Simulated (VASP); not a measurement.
```
CELL_PARAMETERS angstrom
      3.45852     0.00000     0.00000
      0.00000     3.45852     0.00000
      0.00000     0.00000     3.45852
ATOMIC_POSITIONS crystal
  Si 0.00000 0.00000 0.00000
  Ni 0.00000 0.50000 0.50000
  Ni 0.50000 0.00000 0.50000
  Ni 0.50000 0.50000 0.00000
```

All values below come from r2SCAN+rVV10, VASP's PBE PAW potentials (set 64) (plane waves; VASP). Run with 520 eV cut-off, 10×10×10 Γ-centred mesh, tetrahedra with Blöchl corrections, potentials Si Ni.

**Question.** Give the energies of bands 7 to 20 at the high-symmetry points, in eV from the Fermi level.

**Answer.** 
```csv
band,Γ,X,M,R
7,-3.86,-3.18,-2.95,-4.13
8,-1.68,-2.36,-2.95,-2.39
9,-1.68,-2.36,-2.27,-2.39
10,-1.68,-2.26,-2.27,-2.39
11,-1.01,-2.13,-1.69,-1.64
12,-1.01,-1.46,-1.61,-1.64
13,-1.01,-1.40,-1.61,-1.64
14,-0.74,-1.40,-1.60,-1.36
15,-0.74,-1.27,-1.21,-1.36
16,-0.35,-0.67,-1.11,-0.53
17,0.07,0.07,-0.99,-0.21
18,0.07,3.94,0.71,-0.21
19,0.07,3.94,0.71,-0.21
20,5.68,5.60,6.14,1.57
```

It has no gap at this level: it comes out as a metal or semimetal.

The compound is Ni3Si in the L1_2 structure. It was relaxed first. The run is not spin-polarised, so no magnetic state was tried.
